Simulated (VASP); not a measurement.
PtSe2 (1T layered) relaxed at rising pressure, in one space group throughout; other phases were not tried. The pressures are those reached. Level of theory: PBEsol GGA, VASP's PBE PAW potentials (set 64) (plane waves; VASP).

Without a dispersion term in the relaxation, distances and binding between the weakly bound layers, chains or molecules are unreliable, and so is what depends on them.

```csv
P (GPa),V (Å³/atom),k-mesh
0.03,19.936,9×9×6
4.90,18.569,9×9×7
20.01,16.648,10×10×7
30.01,15.865,10×10×7
```

A change of mesh leaves a small step in the series.

### Question
Fit an equation of state and predict the volume at 45.02 GPa.

### Answer
Least squares on the third-order Birch-Murnaghan form, P = (3B0/2)(y⁷ − y⁵)[1 + (3/4)(B′ − 4)(y² − 1)] with y = (V0/V)^(1/3), gives V0 = 19.915 Å³/atom, B0 = 54 GPa and B′ = 8.4, and so 15.045 Å³/atom. The run gave 14.995 Å³/atom, -0.3 % from the fit.

Pressures at which the relaxation failed are left out.

The compound is PtSe2 in the 1T layered structure.
